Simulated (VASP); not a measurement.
Energy against volume of Tl (hcp). Method: LDA (Ceperley-Alder, Perdew-Zunger), VASP's LDA PAW potentials (set 64) (plane waves; VASP 6.6.1). Settings: 520 eV cut-off, 12×12×7 Γ-centred mesh, first-order Methfessel-Paxton smearing of 0.10 eV, potentials Tl_d.

Shape and ions are relaxed at each volume.

| V (Å³/atom) | E (eV/atom) |
|---|---|
| 26.442 | -2.92925 |
| 27.260 | -2.93436 |
| 28.078 | -2.93304 |
| 28.896 | -2.92621 |

### Question
Fit these four points and predict the energy of the run at 25.625 Å³/atom.

### Answer
A cubic in V^(−2/3), the third-order Birch-Murnaghan form, passes through the four points with V0 = 27.49 Å³/atom and B0 = 40 GPa, and gives -2.9166 eV/atom there. The run gave -2.9162 eV/atom, +0.5 meV/atom from the fit; all five points give B0 = 41 GPa.

The compound is Tl in the hcp structure. It was relaxed first.
